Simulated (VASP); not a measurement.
# AgB2 (P6/mmm) in VASP: further runs

The runs below take AgB2 through single point, with r2SCAN.

All numbers are computed with VASP 6.6.1; they aren't measurements. Logs are shortened: lines on timing, memory, paths and dates and some standing lists are left out, and cuts for length are marked.

**1. Starting point**

It takes space group P6/mmm (No. 191, hexagonal). Conventional cell: a = 3.000 Å, b = 3.000 Å, c = 3.240 Å, α = 90.00°, β = 90.00°, γ = 120.00°. Ag (site symmetry 6/mmm) has 12 B at 2.37 Å as nearest neighbours. B (site symmetry -6m2) has 3 B at 1.73 Å as nearest neighbours.

**2. Single point, r2SCAN**

INCAR reads:

```
SYSTEM = AgB2
PREC = Accurate
ENCUT = 400
EDIFF = 1E-6
ISMEAR = 0
SIGMA = 0.05
LREAL = .False.
LASPH = .True.
NELM = 100
ALGO = Normal
ISIF = 2
LWAVE = .False.
LCHARG = .False.
METAGGA = R2SCAN
LMIXTAU = .True.
ADDGRID = .False.
```

KPOINTS reads:

```
regular mesh
0
Gamma
  4 4 3
  0 0 0
```

POSCAR reads:

```
AgB2
1.0
    3.0000000000      0.0000000000      0.0000000000
   -1.5000000000      2.5980762114      0.0000000000
    0.0000000000      0.0000000000      3.2400000000
Ag B
1 2
Direct
    0.0172000000      0.0014340000     -0.0107780000
    0.6537670000      0.3220700000      0.4709270000
    0.3421410000      0.7037590000      0.5156140000
```

Potentials or basis: VASP PAW PBE potentials, release 64 (Ag, B).

Run with:

```console
$ cat potpaw_PBE.64/Ag/POTCAR potpaw_PBE.64/B/POTCAR > POTCAR
$ mpirun -np 1 vasp_std > vasp.out
```

OUTCAR:

```text
SYSTEM = AgB2
   PREC = Accurate
   ENCUT = 400
   EDIFF = 1E-6
   ISMEAR = 0
   LREAL = .False.
   LASPH = .True.
   NELM = 100
   ISIF = 2
   METAGGA = R2SCAN

 Found     26 irreducible k-points:

 Following reciprocal coordinates:
            Coordinates               Weight
  0.000000  0.000000  0.000000      1.000000
  0.250000 -0.000000  0.000000      2.000000
  0.000000  0.250000  0.000000      2.000000
 -0.250000  0.250000  0.000000      2.000000
  0.500000 -0.000000  0.000000      1.000000
  0.000000  0.500000  0.000000      1.000000
   k-points           NKPTS =     26   k-points in BZ     NKDIM =     26   number of bands    NBANDS=     12
   number of dos      NEDOS =    301   number of ions     NIONS =      3
   total plane-waves  NPLWV =   9600
   dimension x,y,z NGX =    20 NGY =   20 NGZ =   24
   dimension x,y,z NGXF=    40 NGYF=   40 NGZF=   48
   ions per type =               1   2
   NGX,Y,Z   is equivalent  to a cutoff of  11.08, 11.08, 12.31 a.u.
   NGXF,Y,Z  is equivalent  to a cutoff of  22.17, 22.17, 24.63 a.u.
 SYSTEM =  AgB2
   PREC   = accura    normal or accurate (medium, high low for compatibility)
   ISTART =      0    job   : 0-new  1-cont  2-samecut
   ICHARG =      2    charge: 1-file 2-atom 10-const
   ISPIN  =      1    spin polarized calculation?
   LNONCOLLINEAR =      F non collinear calculations
   LSORBIT =      F    spin-orbit coupling
   LASPH  =      T    aspherical Exc in radial PAW
   ENCUT  =  400.0 eV  29.40 Ry    5.42 a.u.   4.89  4.89  5.28*2*pi/ulx,y,z
   NELM   =    100;   NELMIN=  2; NELMDL= -5     # of ELM steps
   EDIFF  = 0.1E-05   stopping-criterion for ELM
   LREAL  =      F    real-space projection
   EDIFFG = 0.1E-04   stopping-criterion for IOM
   NSW    =      0    number of steps for IOM
   IBRION =     -1    ionic relax: 0-MD 1-quasi-New 2-CG
   NFREE  =      0    steps in history (QN), initial steepest desc. (CG)
   ISIF   =      2    stress and relaxation
   ISYM   =      2    0-nonsym 1-usesym 2-fastsym
   POTIM  = 0.5000    time-step for ionic-motion
   TEBEG  =    0.0;   TEEND  =   0.0 temperature during run
   PSTRESS=    0.0 pullay stress
   NELECT =      17.0000    total number of electrons
   NUPDOWN=      -1.0000    fix difference up-down
   EMIN   =  10.00;   EMAX   =-10.00  energy-range for DOS
   EFERMI =   0.00;   METHOD = LEGACY
   ISMEAR =     0;   SIGMA  =   0.05  broadening in eV -4-tet -1-fermi 0-gaus
   EFERMI_NEDOS =   21; number of points for ismear=-14 and -15
   IALGO  =     38    algorithm
   IMIX   =      4    mixing-type and parameters
     AMIX     =   0.40;   BMIX     =  1.00
     AMIX_MAG =   1.60;   BMIX_MAG =  1.00
  volume/ion in A,a.u.               =       8.42        56.81
  Fermi-wavevector in a.u.,A,eV,Ry     =   1.434779  2.711340 28.008838  2.058591
  Thomas-Fermi vector in A             =   2.554150
   LORBIT       =      0    0 simple, 1 ext, 2 COOP (PROOUT), +10 PAW based schemes
   METAGGA = R2SCAN    functional components
   LHFCALC =     F    Hartree Fock is set to
   AEXX    =    0.0000 exact exchange contribution
   IVDW    =     0    specifies the selected vdW correction
   LEPSILON=     F    determine dielectric tensor
   LRPA    =     F    only Hartree local field effects (RPA)
 non-spin polarized calculation
 Gauss-broadening in eV      SIGMA  =   0.05
  energy-cutoff  :      400.00
  volume of cell :       25.25
 maximum number of plane-waves:       464
   NGX =  9   NGY =  9   NGZ = 11

 number of electron      17.0000003 magnetization

 Free energy of the ion-electron system (eV)
  ---------------------------------------------------
  ext. energy  EPLUGINS =         0.00000000
  ---------------------------------------------------
  free energy    TOTEN  =       -32.88009432 eV

  energy without entropy =      -32.87437962  energy(sigma->0) =      -32.87723697

 E-fermi :  10.4828     XC(G=0): -14.2695

 val. band max:       10.4580537710   @ k =  -0.2500   0.2500   0.3333
 cond. band min:      10.4858720288   @ k =   0.2500  -0.0000   0.0000
 fundamental gap:      0.0278182578
 Fermi energy:        10.4828250993

 k-point     1 :       0.0000    0.0000    0.0000
  band No.  band energies     occupation
      1      -4.5250      2.00000
      2       3.3306      2.00000
      3       3.7121      2.00000
      4       3.9040      2.00000
      5       5.3524      2.00000
      6       5.4823      2.00000
      7       7.3649      2.00000
      8      10.9468      0.00000
      9      12.6250      0.00000
     10      15.4343      0.00000
     11      16.4175      0.00000
     12      17.4454      0.00000

 k-point     2 :       0.2500   -0.0000    0.0000
  band No.  band energies     occupation
      1      -3.2859      2.00000
      2       2.8324      2.00000
      3       3.6224      2.00000
      4       3.7780      2.00000
      5       4.5545      2.00000
      6       5.2958      2.00000
      7       8.2156      2.00000
      8       9.2952      2.00000
      9      10.4859      0.93132
     10      16.0475      0.00000
     11      17.1669      0.00000
     12      19.1991      0.00000

 k-point     3 :       0.0000    0.2500    0.0000
  band No.  band energies     occupation
      1      -3.3213      2.00000
      2       2.7035      2.00000
      3       3.6431      2.00000
      4       3.9565      2.00000
      5       4.6684      2.00000
      6       5.2255      2.00000
      7       8.1880      2.00000
      8       9.4997      2.00000
      9      10.2261      2.00000
     10      16.0575      0.00000
     11      17.6254      0.00000
     12      19.1051      0.00000

 k-point     4 :      -0.2500    0.2500    0.0000
  band No.  band energies     occupation
      1      -3.2850      2.00000
      2       2.8353      2.00000
      3       3.6416      2.00000
      4       3.7725      2.00000
      5       4.5381      2.00000
      6       5.3058      2.00000
      7       8.2310      2.00000
      8       9.2273      2.00000
      9      10.4893      0.85512
     10      16.0523      0.00000
     11      17.2247      0.00000
     12      19.2126      0.00000

 k-point     5 :       0.5000   -0.0000    0.0000
  band No.  band energies     occupation
      1      -0.2728      2.00000
      2       0.1186      2.00000
      3       2.9088      2.00000
      4       3.3338      2.00000
      5       5.1211      2.00000
      6       5.9873      2.00000
      7       7.0415      2.00000
      8       7.2618      2.00000
      9      13.9762      0.00000
     10      15.1070      0.00000
     11      17.1030      0.00000
     12      17.6043      0.00000

 k-point     6 :       0.0000    0.5000    0.0000
  band No.  band energies     occupation
      1      -0.7229      2.00000
      2       0.3910      2.00000
      3       3.1333      2.00000
      4       3.4224      2.00000
      5       5.0424      2.00000
      6       5.9794      2.00000
      7       7.1939      2.00000
      8       7.4510      2.00000
      9      12.8661      0.00000
     10      15.5899      0.00000
     11      17.4010      0.00000
     12      17.6299      0.00000

 [... further k-points ...]
[... 5 lines left out ...]
  --------------------------------------------------------------------------------------
  -------------------------------------------------------------------------------------
  Total        6.0527237      8.1522402     13.0820951     -0.0063819      0.1717725      0.0464372
  in kB      384.0106569    517.2129599    829.9840241     -0.4048969     10.8979818      2.9461716
  external PRESSURE =     577.0692136 kB  Pullay stress =       0.0000000 kB

 VOLUME and BASIS-vectors are now :
 -----------------------------------------------------------------------------
  energy-cutoff  :      400.00
  volume of cell :       25.25
      direct lattice vectors                 reciprocal lattice vectors
     3.000000000  0.000000000  0.000000000     0.333333333  0.192450090  0.000000000
    -1.500000000  2.598076211  0.000000000     0.000000000  0.384900179  0.000000000
     0.000000000  0.000000000  3.240000000     0.000000000  0.000000000  0.308641975

 POSITION                                       TOTAL-FORCE (eV/Angst)
 -----------------------------------------------------------------------------------
      0.04945      0.00373      3.20508        -0.202044      0.044668      0.227164
      1.47820      0.83676      1.52580         0.277662      1.368324      0.881622
     -0.02922      1.82842      1.67059        -0.075618     -1.412992     -1.108785
 -----------------------------------------------------------------------------------
    total drift:                                0.000286     -0.000174     -0.000000

  FREE ENERGIE OF THE ION-ELECTRON SYSTEM (eV)
  ---------------------------------------------------
  free  energy   TOTEN  =       -32.8800943195 eV

  energy  without entropy=      -32.8743796231  energy(sigma->0) =      -32.87723697
```

It took 13 s on 1 thread of Intel Xeon 6975P-C (Granite Rapids), shared host; peak memory 0.13 GiB.

These settings aren't checked as converged: the numbers below hold their error.

Results:

```yaml
Free_energy: -32.8801 eV
Pressure: 57.7 GPa
Largest_force: 1.798 eV/Å
Band_gap_on_the_k_mesh: none (metal or under the smearing width)
```

Caveat: the k mesh is coarse (spacing up to 0.65 Å⁻¹), so the values aren't converged; the PAW data sets were made with another functional, which shifts forces and pressure a little.

**3. Single point, r2SCAN**

Edit INCAR of step 2 so:

```diff
@@ -2,3 +2,3 @@
 PREC = Accurate
-ENCUT = 400
+ENCUT = 650
 EDIFF = 1E-6
```

KPOINTS reads:

```
regular mesh
0
Gamma
  3 3 3
  0 0 0
```

POSCAR reads:

```
AgB2
1.0
    3.0000000000      0.0000000000      0.0000000000
   -1.5000000000      2.5980762114      0.0000000000
    0.0000000000      0.0000000000      3.2400000000
Ag B
1 2
Direct
    0.0000000000      0.0000000000      0.0000000000
    0.6666666667      0.3333333333      0.5000000000
    0.3333333333      0.6666666667      0.5000000000
```

Potentials or basis: VASP PAW PBE potentials, release 64 (Ag, B).

Run with:

```console
$ cat potpaw_PBE.64/Ag/POTCAR potpaw_PBE.64/B/POTCAR > POTCAR
$ mpirun -np 1 vasp_std > vasp.out
```

OUTCAR:

```text
SYSTEM = AgB2
   PREC = Accurate
   ENCUT = 650
   EDIFF = 1E-6
   ISMEAR = 0
   LREAL = .False.
   LASPH = .True.
   NELM = 100
   ISIF = 2
   METAGGA = R2SCAN

 Found      6 irreducible k-points:

 Following reciprocal coordinates:
            Coordinates               Weight
  0.000000  0.000000  0.000000      1.000000
  0.333333  0.000000  0.000000      6.000000
  0.333333  0.333333  0.000000      2.000000
  0.000000  0.000000  0.333333      2.000000
  0.333333  0.000000  0.333333     12.000000
  0.333333  0.333333  0.333333      4.000000
   k-points           NKPTS =      6   k-points in BZ     NKDIM =      6   number of bands    NBANDS=     12
   number of dos      NEDOS =    301   number of ions     NIONS =      3
   total plane-waves  NPLWV =  21952
   dimension x,y,z NGX =    28 NGY =   28 NGZ =   28
   dimension x,y,z NGXF=    56 NGYF=   56 NGZF=   56
   ions per type =               1   2
   NGX,Y,Z   is equivalent  to a cutoff of  15.52, 15.52, 14.37 a.u.
   NGXF,Y,Z  is equivalent  to a cutoff of  31.03, 31.03, 28.73 a.u.
 SYSTEM =  AgB2
   PREC   = accura    normal or accurate (medium, high low for compatibility)
   ISTART =      0    job   : 0-new  1-cont  2-samecut
   ICHARG =      2    charge: 1-file 2-atom 10-const
   ISPIN  =      1    spin polarized calculation?
   LNONCOLLINEAR =      F non collinear calculations
   LSORBIT =      F    spin-orbit coupling
   LASPH  =      T    aspherical Exc in radial PAW
   ENCUT  =  650.0 eV  47.77 Ry    6.91 a.u.   6.24  6.24  6.74*2*pi/ulx,y,z
   NELM   =    100;   NELMIN=  2; NELMDL= -5     # of ELM steps
   EDIFF  = 0.1E-05   stopping-criterion for ELM
   LREAL  =      F    real-space projection
   EDIFFG = 0.1E-04   stopping-criterion for IOM
   NSW    =      0    number of steps for IOM
   IBRION =     -1    ionic relax: 0-MD 1-quasi-New 2-CG
   NFREE  =      0    steps in history (QN), initial steepest desc. (CG)
   ISIF   =      2    stress and relaxation
   ISYM   =      2    0-nonsym 1-usesym 2-fastsym
   POTIM  = 0.5000    time-step for ionic-motion
   TEBEG  =    0.0;   TEEND  =   0.0 temperature during run
   PSTRESS=    0.0 pullay stress
   NELECT =      17.0000    total number of electrons
   NUPDOWN=      -1.0000    fix difference up-down
   EMIN   =  10.00;   EMAX   =-10.00  energy-range for DOS
   EFERMI =   0.00;   METHOD = LEGACY
   ISMEAR =     0;   SIGMA  =   0.05  broadening in eV -4-tet -1-fermi 0-gaus
[... 21 lines left out ...]
   NGX = 13   NGY = 13   NGZ = 13

 number of electron      17.0000003 magnetization

 Free energy of the ion-electron system (eV)
  ---------------------------------------------------
  ext. energy  EPLUGINS =         0.00000000
  ---------------------------------------------------
  free energy    TOTEN  =       -33.10418368 eV

  energy without entropy =      -33.10161122  energy(sigma->0) =      -33.10289745

 E-fermi :  11.8130     XC(G=0): -14.2251

 val. band max:       10.8490265619   @ k =   0.0000   0.0000   0.3333
 cond. band min:      11.8637582670   @ k =   0.0000   0.0000   0.0000
 fundamental gap:      1.0147317052
 Fermi energy:        11.8129625459

 k-point     1 :       0.0000    0.0000    0.0000
  band No.  band energies     occupation
      1      -4.3877      2.00000
      2       3.2896      2.00000
      3       3.7154      2.00000
      4       3.7154      2.00000
      5       5.3652      2.00000
      6       5.3652      2.00000
      7       7.4373      2.00000
      8      11.8638      0.15080
      9      11.8638      0.15078
     10      16.6667      0.00000
     11      16.6667      0.00000
     12      16.7502      0.00000
[... 61 lines left out ...]
 k-point     6 :       0.3333    0.3333    0.3333
  band No.  band energies     occupation
      1       0.4636      2.00000
      2       0.4636      2.00000
      3       3.2821      2.00000
      4       3.6576      2.00000
      5       3.6576      2.00000
      6       6.3539      2.00000
      7       7.9495      2.00000
      8       7.9495      2.00000
      9      11.9683      0.00001
     10      11.9683      0.00001
     11      15.3728      0.00000
     12      22.7402      0.00000

------------------------ aborting loop because EDIFF is reached ----------------------------------------

  FORCE on cell =-STRESS in cart. coord.  units (eV):
  Direction    XX          YY          ZZ          XY          YZ          ZX
  --------------------------------------------------------------------------------------
  -------------------------------------------------------------------------------------
  Total        6.5635094      6.5635094     11.9366647      0.0000000     -0.0000000      0.0000000
  in kB      416.4170899    416.4170899    757.3130255      0.0000000     -0.0000000      0.0000000
  external PRESSURE =     530.0490685 kB  Pullay stress =       0.0000000 kB

 VOLUME and BASIS-vectors are now :
 -----------------------------------------------------------------------------
  energy-cutoff  :      650.00
  volume of cell :       25.25
      direct lattice vectors                 reciprocal lattice vectors
     3.000000000  0.000000000  0.000000000     0.333333333  0.192450090  0.000000000
    -1.500000000  2.598076211  0.000000000     0.000000000  0.384900179  0.000000000
     0.000000000  0.000000000  3.240000000     0.000000000  0.000000000  0.308641975

 POSITION                                       TOTAL-FORCE (eV/Angst)
 -----------------------------------------------------------------------------------
      0.00000      0.00000      0.00000         0.000000     -0.000000     -0.000000
      1.50000      0.86603      1.62000        -0.000000     -0.000000      0.000000
     -0.00000      1.73205      1.62000         0.000000      0.000000     -0.000000
 -----------------------------------------------------------------------------------
    total drift:                               -0.000000      0.000000      0.000000

  FREE ENERGIE OF THE ION-ELECTRON SYSTEM (eV)
  ---------------------------------------------------
  free  energy   TOTEN  =       -33.1041836750 eV

  energy  without entropy=      -33.1016112165  energy(sigma->0) =      -33.10289745
```

stdout:

```text
POSCAR found type information on POSCAR AgB
 POSCAR found :  2 types and       3 ions
 scaLAPACK will be used
 -----------------------------------------------------------------------------
|                                                                             |
|                                                                             |
|     You enforced a specific xc type in the INCAR file but a different       |
|     I HOPE YOU KNOW WHAT YOU ARE DOING!                                     |
|                                                                             |
 -----------------------------------------------------------------------------

 LDA part: xc-table for (None), standard interpolation
 POSCAR, INCAR and KPOINTS ok, starting setup
 FFT: planning ... GRIDC
 FFT: planning ... GRID_SOFT
 FFT: planning ... GRID
 WAVECAR not read
 entering main loop
```

Wall time 12 s (1 thread of Intel Xeon 6975P-C (Granite Rapids), shared host); peak memory 0.16 GiB.

The run converged, but some of its settings lie outside the range that counts as converged, so its numbers aren't taken as properties of the crystal.

What came out:

| Property | Result |
| --- | --- |
| Free energy | -33.1042 eV |
| Pressure | 53.0 GPa |
| Band gap on the k mesh | none (metal or under the smearing width) |

Caveat: the k mesh is coarse (spacing up to 0.81 Å⁻¹), so the values aren't converged; a pressure of tens of GPa on the cell as given is suspect, and the run, the potentials or the cell itself is likely at fault; the PAW data sets were made with another functional, which shifts forces and pressure a little.
